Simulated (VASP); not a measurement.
OSZICAR of a VASP run on MnO2 (rutile):

OSZICAR:
```
       N       E                     dE             d eps       ncg     rms          rms(c)
DAV:   1     0.650609897713E+03    0.65061E+03   -0.28743E+04 12896   0.200E+03
DAV:   2     0.221628459432E+02   -0.62845E+03   -0.59209E+03 13608   0.567E+02
DAV:   3    -0.587030777344E+02   -0.80866E+02   -0.79104E+02 15924   0.192E+02
DAV:   4    -0.619109379266E+02   -0.32079E+01   -0.31382E+01 14642   0.336E+01
DAV:   5    -0.619654596974E+02   -0.54522E-01   -0.54505E-01 13218   0.523E+00    0.419E+01
DAV:   6    -0.584243549331E+02    0.35411E+01   -0.18214E+02 15928   0.120E+02    0.592E+01
DAV:   7    -0.481294154559E+02    0.10295E+02   -0.14707E+02 16562   0.124E+02    0.194E+01
DAV:   8    -0.460861248378E+02    0.20433E+01   -0.93581E+00 13652   0.291E+01    0.819E+00
DAV:   9    -0.456898355316E+02    0.39629E+00   -0.20708E+00 17036   0.148E+01    0.329E+00
DAV:  10    -0.457096836776E+02   -0.19848E-01   -0.21583E-01 13410   0.378E+00    0.180E+00
DAV:  11    -0.457053621761E+02    0.43215E-02   -0.32507E-02 13294   0.207E+00    0.423E-01
DAV:  12    -0.457064639981E+02   -0.11018E-02   -0.39255E-03 14382   0.621E-01    0.244E-01
DAV:  13    -0.457062457901E+02    0.21821E-03   -0.37755E-04 16270   0.258E-01    0.983E-02
DAV:  14    -0.457062194483E+02    0.26342E-04   -0.11213E-04 14606   0.125E-01    0.325E-02
DAV:  15    -0.457061893316E+02    0.30117E-04   -0.76016E-05 14284   0.111E-01    0.180E-02
DAV:  16    -0.457061962936E+02   -0.69620E-05   -0.13739E-05 13400   0.470E-02    0.790E-03
DAV:  17    -0.457061990962E+02   -0.28026E-05   -0.15870E-06 16252   0.125E-02    0.243E-03
DAV:  18    -0.457062002634E+02   -0.11672E-05   -0.38505E-07 10986   0.431E-03    0.222E-03
DAV:  19    -0.457061996124E+02    0.65100E-06   -0.45164E-08  6420   0.319E-03    0.730E-04
DAV:  20    -0.457061988954E+02    0.71701E-06   -0.41700E-08  6410   0.167E-03    0.423E-04
DAV:  21    -0.457061991654E+02   -0.27003E-06   -0.15953E-08  6402   0.144E-03    0.247E-04
DAV:  22    -0.457061992130E+02   -0.47547E-07   -0.19577E-09  6372   0.319E-04
   1 F= -.45706199E+02 E0= -.45706199E+02  d E =0.000000E+00  mag=     0.0000
```

**Question.** Which electronic solver shows in the log?

**Answer.** It is blocked Davidson (ALGO = Normal, or the opening steps of other solvers). The INCAR had ALGO = Normal.

**Question.** How was spin treated?

**Answer.** Collinear spin (ISPIN = 2): the summary line carries one mag value, 0.00 μB in the cell.

**Question.** Can the final energy be trusted as converged?

**Answer.** The calculation finished and met its thresholds. It stopped with EDIFF = 1E-7, NELM = 100 (revPBE GGA, plane waves, VASP's PBE PAW potentials (set 64)).

The compound is MnO2 in the rutile structure. It was relaxed first.
